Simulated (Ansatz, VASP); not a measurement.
## TiO2 (Rutile) in two plane-wave programs

One calculation is typed for both programs; each brings its own data sets and cutoff. How far apart do they land?

Method: plane waves, with VASP 6.6.1 beside it; band structure at PBE and single point at PBE, in Ansatz 0.2.0.

### 1. The starting structure

It takes space group P4_2/mnm (No. 136, tetragonal). Conventional cell: a = 4.592 Å, b = 4.592 Å, c = 2.957 Å, α = 90.00°, β = 90.00°, γ = 90.00°. Nearest to Ti lie 6 O at 1.95 to 1.97 Å. Nearest to O lie 3 Ti at 1.95 to 1.97 Å. Farther neighbours and most contacts between anions are not listed.

Structure file:

```
Ti O
1.0
     4.59220    0.00000    0.00000
     0.00000    4.59220    0.00000
     0.00000    0.00000    2.95740
Ti O
2 4
Cartesian
  2.2961 2.2961 1.4787
  0.0000 0.0000 0.0000
  3.6922 0.9000 1.4787
  3.1961 3.1961 0.0000
  0.9000 3.6922 1.4787
  1.3961 1.3961 0.0000
```

### 2. VASP: band structure, PBE

Levels along a path test the potential and the projectors away from the mesh points.

Lines of VASP's logs that name or quote its potential files are left out, and so is its time.

Contents of INCAR:

```
SYSTEM = TiO2
PREC = Accurate
ENCUT = 440
EDIFF = 1E-08
NELM = 100
ISMEAR = 0
SIGMA = 0.01
LREAL = .FALSE.
ALGO = Normal
GGA = PE
NBANDS = 30
LASPH = .TRUE.
LORBIT = 11
LWAVE = .TRUE.
LCHARG = .FALSE.
KPAR = 8
```

Contents of POSCAR:

```
TiO2
1.0
    4.5922000000      0.0000000000      0.0000000000
    0.0000000000      4.5922000000      0.0000000000
    0.0000000000      0.0000000000      2.9574000000
Ti O
2 4
Direct
    0.5000000000      0.5000000000      0.5000000000
    0.0000000000      0.0000000000      0.0000000000
    0.8040255103      0.1959744897      0.5000000000
    0.6959744897      0.6959744897      0.0000000000
    0.1959744897      0.8040255103      0.5000000000
    0.3040255103      0.3040255103      0.0000000000
```

Contents of KPOINTS:

```
Automatic mesh
0
Gamma
4 4 4
0 0 0
```

Contents of KPOINTS_OPT:

```
Line mode
12
Line-mode
Reciprocal
  0.00000000   0.00000000   0.00000000 GAMMA
  0.00000000   0.50000000   0.00000000 X

  0.00000000   0.50000000   0.00000000 X
  0.50000000   0.50000000   0.00000000 M

  0.50000000   0.50000000   0.00000000 M
  0.00000000   0.00000000   0.00000000 GAMMA

  0.00000000   0.00000000   0.00000000 GAMMA
  0.00000000   0.00000000   0.50000000 Z

  0.00000000   0.00000000   0.50000000 Z
  0.00000000   0.50000000   0.50000000 R

  0.00000000   0.50000000   0.50000000 R
  0.50000000   0.50000000   0.50000000 A

  0.50000000   0.50000000   0.50000000 A
  0.00000000   0.00000000   0.50000000 Z

  0.00000000   0.50000000   0.00000000 X
  0.00000000   0.50000000   0.50000000 R

  0.50000000   0.50000000   0.00000000 M
  0.50000000   0.50000000   0.50000000 A
```

The projector-augmented-wave data sets are Ti_sv_GW and O_GW (PBE family, release 64).

Started as:

```
$ mpirun -np 8 vasp_std
```

Numbers of over 12 decimals in the logs are rounded to 6 here.

The log of the run:

```text
[banner, memory and clock lines left out]
running    8 mpi-ranks, on    1 nodes
 distrk:  each k-point on    1 cores,    8 groups
 distr:  one band on    1 cores,    1 groups

 POSCAR found type information on POSCAR TiO
 POSCAR found :  2 types and       6 ions
|                                                                             |
|           W    W    AA    RRRRR   N    N  II  N    N   GGGG   !!!           |
|           W    W   A  A   R    R  NN   N  II  NN   N  G    G  !!!           |
|           W    W  A    A  R    R  N N  N  II  N N  N  G       !!!           |
|           W WW W  AAAAAA  RRRRR   N  N N  II  N  N N  G  GGG   !            |
|           WW  WW  A    A  R   R   N   NN  II  N   NN  G    G                |
|           W    W  A    A  R    R  N    N  II  N    N   GGGG   !!!           |
|                                                                             |
|     For optimal performance we recommend to set                             |
|       NCORE = 2 up to number-of-cores-per-socket                            |
|     NCORE specifies how many cores store one orbital (NPAR=cpu/NCORE).      |
|     This setting can greatly improve the performance of VASP for DFT.       |
|     The default, NCORE=1 might be grossly inefficient on modern             |
|     multi-core architectures or massively parallel machines. Do your        |
|     Unfortunately you need to use the default for GW and RPA                |
|     calculations (for HF NCORE is supported but not extensively tested      |
|     yet).                                                                   |
|                                                                             |

 LDA part: xc-table for (Slater+PW92), standard interpolation
 POSCAR, INCAR and KPOINTS ok, starting setup
 FFT: planning ... GRIDC
 FFT: planning ... GRID_SOFT
 FFT: planning ... GRID
 WAVECAR not read
 entering main loop
       N       E                     dE             d eps       ncg     rms          rms(c)
DAV:   1     0.848933481047E+03    0.84893E+03   -0.22093E+04  1248   0.163E+03
DAV:   2     0.408744419525E+02   -0.80806E+03   -0.78002E+03  1754   0.953E+02
DAV:   3    -0.767258061522E+02   -0.11760E+03   -0.11235E+03  1862   0.365E+02
DAV:   4    -0.812317581199E+02   -0.45060E+01   -0.44780E+01  1824   0.785E+01
DAV:   5    -0.814870559778E+02   -0.25530E+00   -0.25410E+00  1778   0.182E+01    0.260E+01
DAV:   6    -0.586386947737E+02    0.22848E+02   -0.11474E+02  1872   0.119E+02    0.103E+01
DAV:   7    -0.583550536548E+02    0.28364E+00   -0.10758E+01  1948   0.477E+01    0.397E+00
DAV:   8    -0.583597591428E+02   -0.47055E-02   -0.17985E+00  1992   0.190E+01    0.273E+00
DAV:   9    -0.582623976675E+02    0.97361E-01   -0.15026E+00  1920   0.211E+01    0.153E+00
DAV:  10    -0.582099492526E+02    0.52448E-01   -0.32705E-01  1980   0.860E+00    0.300E-01
DAV:  11    -0.582083767393E+02    0.15725E-02   -0.15623E-02  1912   0.194E+00    0.571E-02
DAV:  12    -0.582091654402E+02   -0.78870E-03   -0.46520E-03  2008   0.813E-01    0.169E-01
DAV:  13    -0.582085303293E+02    0.63511E-03   -0.31317E-03  1896   0.868E-01    0.195E-02
DAV:  14    -0.582085339153E+02   -0.35861E-05   -0.13053E-04  1800   0.163E-01    0.757E-03
DAV:  15    -0.582085341857E+02   -0.27034E-06   -0.10777E-05  2008   0.364E-02    0.117E-03
DAV:  16    -0.582085345377E+02   -0.35202E-06   -0.39549E-07  1864   0.661E-03    0.505E-04
DAV:  17    -0.582085344396E+02    0.98030E-07   -0.26840E-08  1016   0.196E-03    0.252E-04
DAV:  18    -0.582085344397E+02   -0.82764E-10   -0.74895E-09   896   0.202E-03
   1 F= -.58208534E+02 E0= -.58208534E+02  d E =-.135980E-58
 Start KPOINTS_OPT (optional k-point list driver)
k-point batch [1-18\108]
       N       E                     dE             ncg
DAV:   1     0.708551123599E+04   -0.17443E+04     1168
DAV:   2    -0.849933845885E+04   -0.15585E+05     1638
DAV:   3    -0.104787475035E+05   -0.19794E+04     1900
DAV:   4    -0.107002023927E+05   -0.22145E+03     2032
DAV:   5    -0.107207110537E+05   -0.20509E+02     1896
DAV:   6    -0.107223213817E+05   -0.16103E+01     2080
DAV:   7    -0.107224815275E+05   -0.16015E+00     1864
DAV:   8    -0.107225030351E+05   -0.21508E-01     2066
DAV:   9    -0.107225057796E+05   -0.27445E-02     1824
DAV:  10    -0.107225061907E+05   -0.41104E-03     2026
DAV:  11    -0.107225062495E+05   -0.58838E-04     1536
DAV:  12    -0.107225062595E+05   -0.10005E-04     1288
DAV:  13    -0.107225062610E+05   -0.14797E-05     1288
DAV:  14    -0.107225062612E+05   -0.22737E-06     1088
DAV:  15    -0.107225062613E+05   -0.35061E-07      960
DAV:  16    -0.107225062613E+05   -0.52314E-08      912
[...]
k-point batch [91-108\108]
       N       E                     dE             ncg
DAV:   1     0.644482170050E+04   -0.21066E+05     1184
DAV:   2    -0.859418746380E+04   -0.15039E+05     1642
DAV:   3    -0.105228777459E+05   -0.19287E+04     1904
DAV:   4    -0.107349492439E+05   -0.21207E+03     2088
DAV:   5    -0.107502485905E+05   -0.15299E+02     1872
DAV:   6    -0.107512714760E+05   -0.10229E+01     2090
DAV:   7    -0.107513503996E+05   -0.78924E-01     1816
DAV:   8    -0.107513586851E+05   -0.82855E-02     2072
DAV:   9    -0.107513593382E+05   -0.65309E-03     1744
DAV:  10    -0.107513594384E+05   -0.10020E-03     2064
DAV:  11    -0.107513594472E+05   -0.88191E-05     1464
DAV:  12    -0.107513594484E+05   -0.12120E-05     1304
DAV:  13    -0.107513594485E+05   -0.11393E-06     1216
DAV:  14    -0.107513594486E+05   -0.13422E-07     1072
DAV:  15    -0.107513594486E+05   -0.12897E-08      864
 writing wavefunctions
```

From OUTCAR (step 2):

```text
ion  position               nearest neighbor table
   1  0.500  0.500  0.500-   4 1.95   6 1.95   4 1.95   6 1.95   5 1.97   3 1.97
   2  0.000  0.000  0.000-   3 1.95   5 1.95   3 1.95   5 1.95   4 1.97   6 1.97
   3  0.804  0.196  0.500-   2 1.95   2 1.95   1 1.97
   4  0.696  0.696  0.000-   1 1.95   1 1.95   2 1.97
   5  0.196  0.804  0.500-   2 1.95   2 1.95   1 1.97
   6  0.304  0.304  0.000-   1 1.95   1 1.95   2 1.97

  LATTYP: Found a simple tetragonal cell.
 ALAT       =     4.5922000000
 C/A-ratio  =     0.6440050520

 Subroutine GETGRP returns: Found 16 space group operations
 (whereof  8 operations were pure point group operations)

The static configuration has the point symmetry D_2h.
 The point group associated with its full space group is D_4h.

 Found     18 irreducible k-points:

   k-points           NKPTS =     18   k-points in BZ     NKDIM =     18   number of bands    NBANDS=     30

   dimension x,y,z NGX =    32 NGY =   32 NGZ =   20
   dimension x,y,z NGXF=    64 NGYF=   64 NGZF=   40

   ENCUT  =  440.0 eV  32.34 Ry    5.69 a.u.   7.85  7.85  5.06*2*pi/ulx,y,z

   NELECT =      48.0000    total number of electrons

 k-points in reciprocal lattice and weights: Automatic mesh
   0.00000000  0.00000000  0.00000000       0.016
   0.25000000  0.00000000  0.00000000       0.062
   0.50000000  0.00000000  0.00000000       0.031
   0.25000000  0.25000000  0.00000000       0.062
   0.50000000  0.25000000  0.00000000       0.062
   0.50000000  0.50000000  0.00000000       0.016
   0.00000000  0.00000000  0.25000000       0.031
   0.25000000  0.00000000  0.25000000       0.125
   0.50000000  0.00000000  0.25000000       0.062
[...]
0.50000000  0.25000000  0.50000000       0.062
   0.50000000  0.50000000  0.50000000       0.016

 average (electrostatic) potential at core
       1 -99.3012       2 -99.3012       3 -69.3333       4 -69.3333       5 -69.3333
       6 -69.3333

 E-fermi :   4.9728

 k-point     1 :       0.0000    0.0000    0.0000
  band No.  band energies     occupation
    ...
     20       2.8579      2.00000
     21       4.1410      2.00000
     22       4.3919      2.00000
     23       4.3919      2.00000
     24       4.8605      2.00000
     25       6.7047      0.00000
     26       6.9889      0.00000
     27       7.2375      0.00000
     28       7.3431      0.00000
     29       7.3431      0.00000
    ...

 k-point     2 :       0.2500    0.0000    0.0000
  band No.  band energies     occupation
    ...
     20       2.8987      2.00000
     21       3.4064      2.00000
     22       3.7762      2.00000
     23       4.0247      2.00000
     24       4.6232      2.00000
     25       7.0008      0.00000
     26       7.3171      0.00000
     27       7.5744      0.00000
     28       7.6465      0.00000
     29       7.6467      0.00000
    ...

 k-point     3 :       0.5000    0.0000    0.0000
  band No.  band energies     occupation
    ...
     20       1.7716      2.00000
     21       3.1913      2.00000
     22       3.1913      2.00000
     23       4.1084      2.00000
     24       4.1084      2.00000
     25       7.3716      0.00000
     26       7.3716      0.00000
     27       7.8785      0.00000
     28       7.8785      0.00000
     29       8.4093      0.00000
    ...

  Total        0.3963617      0.3963617      0.2511037     -0.0000000      0.0000000      0.0000000
  in kB       10.1824107     10.1824107      6.4507773     -0.0000000      0.0000000      0.0000000
  external PRESSURE =       8.9385329 kB  Pullay stress =       0.0000000 kB

  energy-cutoff  :      440.00
  volume of cell :       62.37
      direct lattice vectors                 reciprocal lattice vectors
     4.592200000  0.000000000  0.000000000     0.217760550  0.000000000  0.000000000
     0.000000000  4.592200000  0.000000000     0.000000000  0.217760550  0.000000000
     0.000000000  0.000000000  2.957400000     0.000000000  0.000000000  0.338134848

 POSITION                                       TOTAL-FORCE (eV/Angst)
 -----------------------------------------------------------------------------------
      2.29610      2.29610      1.47870        -0.000000     -0.000000      0.000000
      0.00000      0.00000      0.00000        -0.000000     -0.000000      0.000000
      3.69225      0.89995      1.47870         0.015906     -0.015906      0.000000
      3.19605      3.19605      0.00000        -0.015906     -0.015906      0.000000
      0.89995      3.69225      1.47870        -0.015906      0.015906      0.000000
      1.39615      1.39615      0.00000         0.015906      0.015906      0.000000
 -----------------------------------------------------------------------------------
    total drift:                               -0.000000     -0.000000     -0.000000

  FREE ENERGIE OF THE ION-ELECTRON SYSTEM (eV)
  ---------------------------------------------------
  free  energy   TOTEN  =       -58.2085344397 eV

  energy  without entropy=      -58.2085344397  energy(sigma->0) =      -58.20853444

 total charge
# of ion       s       p       d       f       tot
--------------------------------------------------
    1        2.227   6.140   1.405   0.042   9.814
    2        2.227   6.140   1.405   0.042   9.814
    3        1.554   3.468   0.000   0.000   5.022
    4        1.554   3.468   0.000   0.000   5.022
    5        1.554   3.468   0.000   0.000   5.022
    6        1.554   3.468   0.000   0.000   5.022
--------------------------------------------------
tot         10.670  26.153   2.811   0.083  39.717

[... 3 further parts left out ...]
```

This run has no spin polarisation, so a moment on Ti, if there is one, isn't seen.

### 3. Ansatz: band structure, PBE

Ansatz runs on its default PAW (the set named soft_2) files.

The same cell, functional, mesh and smearing now go to Ansatz, which takes its cutoff from its data sets.

Contents of input.yaml:

```yaml
crystal:
  lattice:
    - [4.5922, 0.0, 0.0]
    - [0.0, 4.5922, 0.0]
    - [0.0, 0.0, 2.9574]
  atoms:
    - { symbol: Ti, position: [0.5, 0.5, 0.5] }
    - { symbol: Ti, position: [0.0, 0.0, 0.0] }
    - { symbol: O, position: [0.8040255103, 0.1959744897, 0.5] }
    - { symbol: O, position: [0.6959744897, 0.6959744897, 0.0] }
    - { symbol: O, position: [0.1959744897, 0.8040255103, 0.5] }
    - { symbol: O, position: [0.3040255103, 0.3040255103, 0.0] }
hamiltonian:
  xc: pbe
  pseudopotentials: { kind: paw }
kpoints:
  mp_grid: { grid: [4, 4, 4] }
  band_path:
    path:
      - [0.0, 0.0, 0.0]
      - [0.0, 0.13636, 0.0]
      - [0.0, 0.31818, 0.0]
      - [0.0, 0.5, 0.0]
      - [0.09091, 0.5, 0.0]
      - [0.27273, 0.5, 0.0]
      - [0.45455, 0.5, 0.0]
      - [0.45455, 0.45455, 0.0]
      - [0.27273, 0.27273, 0.0]
      - [0.09091, 0.09091, 0.0]
      - [0.0, 0.0, 0.0]
      - [0.0, 0.0, 0.18182]
      - [0.0, 0.0, 0.36364]
      - [0.0, 0.0, 0.5]
      - [0.0, 0.13636, 0.5]
      - [0.0, 0.31818, 0.5]
      - [0.0, 0.5, 0.5]
      - [0.09091, 0.5, 0.5]
      - [0.27273, 0.5, 0.5]
      - [0.45455, 0.5, 0.5]
      - [0.45455, 0.45455, 0.5]
      - [0.27273, 0.27273, 0.5]
      - [0.09091, 0.09091, 0.5]
      - [0.0, 0.5, 0.0]
      - [0.0, 0.5, 0.18182]
      - [0.0, 0.5, 0.36364]
      - [0.0, 0.5, 0.5]
      - [0.5, 0.5, 0.13636]
      - [0.5, 0.5, 0.31818]
      - [0.5, 0.5, 0.5]
    npoints: 1
scf:
  occupations: { method: gaussian, width: 0.01 }
  n_extra_bands: 9
output:
  forces: true
  stress: true
  eigenvalues: true
  write_density: true
  write_potential: true
  elf: true
  volumetric_format: npy
```

Started as:

```
$ ansatz run input.yaml --threads 4 --pin off --max-ram 9216MiB --backend cpu --events-out ev --progress --plain --runs-dir out
```

The log of the run:

```text
scf.n_extra_bands = 9 over 24 filled bands (N_el = 48.0): the run solves 33 bands
Engine: ansatz 0.2.0, aarch64-unknown-linux-gnu
Pseudopotentials: kind: paw
Pseudopotential: Ti, paw, valence charge 12, recommended cutoff 420 eV (normal), Ti.paw.azcp
Pseudopotential: O, paw, valence charge 6, recommended cutoff 420 eV (normal), O.paw.azcp
Functional definition: PBE
  parameter kappa = 0.804
  parameter beta = 0.066725
  exchange = pbe_x(kappa = kappa, mu = beta*pi^2/3)
  correlation = pbe_c(beta = beta)
Crystal: 6 atoms, lattice volume = 62.367 Å³
Basis set: ecut = 420 eV, 1217 PW (Γ), exchange–correlation on 64×64×40 points (8 copies of the dense FFT grid, shifted against one another)
Bands: 33, of which v1, the nominal top of the filled ones, is band 24 counted from 1 (23 counted from 0)
Symmetry: 16 space group operations
Space group: P42/mnm (ITA 136), of the structure as read, at distance tolerance 4.0e-5 Å
k-points: 18 of 64
Non-local potential: Ti, projectors of the file, l = 0: 3, l = 1: 2, l = 2: 3, l = 3: 1
Non-local potential: O, projectors of the file, l = 0: 2, l = 1: 2, l = 2: 1
PAW form: soft (Blöchl's): semilocal exchange-correlation on the pseudo side does not see the compensation charge
PAW one-centre angular grid: Ti, 590 points (default); XC on 64 Gauss nodes
PAW one-centre angular grid: O, 110 points (default); XC on 64 Gauss nodes
Initial density: superposition of atomic densities (neutral atoms: chi_scale 0, normalization atom), corrected by the library's trained network
Initial wavefunctions: pseudopotential atomic-orbital guess
Functional: x = pbe(κ = 0.804, μ = 0.219515), c = pbe(β = 0.066725)
SCF iter   1: F=—  HF=-7277.265252 eV  |F-HF|=—  |Δ(HF+E_count)|=         —  Δρ=2.00e-3  dr2=1.13e-3  ethr=1.77e-3  ⟨swp⟩=5.9  Hψ=2375  notcnv=0
preconditioner: auto → Resta (q_TF=auto, 2.612 Å⁻¹)  ε∞=7.6  [insulator: Δε(μ)=1.842 eV  Ē_g=10.341 eV  σ=0.010 eV  W_gap=1.00  n_scr=18 (ndim 8)  ℏωp=26.6 eV  f_vac=0.016  D(μ)=0.00/eV (n_scr^D=0)  ε∞_Penn≈7.6]
SCF iter   2: F=—  HF=-7277.266089 eV  |F-HF|=—  |Δ(HF+E_count)|=   8.37e-4  Δρ=1.15e-3  dr2=3.78e-4  ethr=2.36e-6  ⟨swp⟩=2.6  Hψ=1133  notcnv=0  defer=44
SCF iter   3: F=—  HF=-7277.266442 eV  |F-HF|=—  |Δ(HF+E_count)|=   3.53e-4  Δρ=5.89e-4  dr2=1.59e-4  ethr=7.88e-7  ⟨swp⟩=2.0  Hψ=884  notcnv=0  defer=44
SCF iter   4: F=—  HF=-7277.266521 eV  |F-HF|=—  |Δ(HF+E_count)|=   7.87e-5  Δρ=9.96e-5  dr2=5.62e-6  ethr=3.31e-7  ⟨swp⟩=2.2  Hψ=808  notcnv=0  defer=44
SCF iter   5: F=—  HF=-7277.266528 eV  |F-HF|=—  |Δ(HF+E_count)|=   6.80e-6  Δρ=2.82e-5  dr2=3.86e-7  ethr=1.17e-8  ⟨swp⟩=2.2  Hψ=872  notcnv=0  defer=44
SCF iter   6: F=-7277.266528 eV  HF=-7277.266528 eV  |F-HF|=4.79e-8  |Δ(HF+E_count)|=   9.59e-8  Δρ=9.18e-6  dr2=5.48e-8  ethr=2.08e-10  ⟨swp⟩=11.6  Hψ=3791  notcnv=0
SCF 1 converged in 6 iterations: F = -7277.266528 eV  dr2 = 5.48e-8
  greatest PAW one-centre occupation: 0.999 electrons in one spin orbital (limit 2), on the Ti atom at site 1 (counted from 0), in its partial waves of l = 0
NSCF: frozen V_eff on 30 k-points
SCF converged after 6 iterations
Free energy (F): -7277.266528 eV
Harris-Foulkes:  -7277.266528 eV  (|F-HF|=4.79e-8)
Internal energy: -7277.266528 eV  (E = F + TS)
E sigma→0 (E₀):  -7277.266528 eV
Fermi energy:    10.097567 eV
--- Per-component energies (eV) ---
  E_band       = -390.235048
  E_kinetic    = 1247.386170
  E_local      = -3080.868405  (includes V_loc(G=0)·N_el)
  E_nonlocal   = 196.422524
  E_hartree    = 1173.369065
  E_xc         = -492.908925
  E_vxc        = -624.284092  (∫ρ·V_xc dr)
  E_paw        = -2721.967350  (= ΣΔE_a)
  E_vpaw       = -475.633766  (= ΣTr[D̂ρ^β])
  E_aug_tail   = 0.010117  (compensation charges beyond the density's cutoff)
  E_ewald      = -3598.709724
  E_smearing   = -0.000000  (= −TS)
  E_closure    = 0.000000  (closes the sum)
  Σ components = -7277.266528   (vs F -7277.266528, Δ=0.00e0)
--- Forces (eV/Å), atoms counted from 1 ---
  atom   1  Ti     0.00000000     0.00000000     0.00000000
  atom   2  Ti     0.00000000     0.00000000     0.00000000
  atom   3  O      0.01727556    -0.01727556     0.00000000
  atom   4  O     -0.01727556    -0.01727556     0.00000000
  atom   5  O     -0.01727556     0.01727556     0.00000000
  atom   6  O      0.01727556     0.01727556     0.00000000
  max |Σ_I F_I| component: 6.94e-18 eV/Å
--- Stress (GPa, compression-positive) ---
        5.300391       0.000000       0.000000
        0.000000       5.300391       0.000000
        0.000000       0.000000       4.858989
  P = ⅓ Tr σ = 5.1533 GPa (51.533 kbar)
--- Band table (eV; the first three rows and the last of 18) ---
  k-point 0: bands = [... 20 lower, 8.4583, 8.7108, 8.7108, 9.1702, 11.0250, 11.3108, 11.5547, 11.6601, ... 5 higher]
  k-point 1: bands = [... 20 lower, 7.3871, 7.6719, 7.6719, 8.6869, 11.3968, 11.7010, 11.9880, 12.2908, ... 5 higher]
  k-point 2: bands = [... 20 lower, 6.7794, 6.7794, 7.7405, 7.7405, 12.1462, 12.1462, 12.3387, 12.3387, ... 5 higher]
  k-point 17: bands = [... 20 lower, 7.8651, 7.8651, 8.4970, 8.4970, 11.7706, 11.7706, 12.3680, 12.3680, ... 5 higher]
```

Run time: 0.91 s. Hardware: 4 threads of Arm Neoverse V2, shared host; peak memory 0.36 GiB.

In the SCF lines HF is the Harris–Foulkes energy and dr2 the Hartree energy of the density residual, in eV; the loop may stop once dr2 is under the threshold and the program's other checks hold. Hψ counts applications of the Hamiltonian.

(Continued in part 2 of 2.)

[Lines on the potential files, build, host, timing and source positions are cut from VASP's logs without a mark.]

[Logs are printed without paths, hosts, clocks, repeated set-up lines and the standing remarks that a program may print on its own settings, such as how far it seeks lower states.]

[Hosts, paths, dates, database ids (printed as entryN), source tags and the programs' standing remarks are cut or masked in the printed files.]
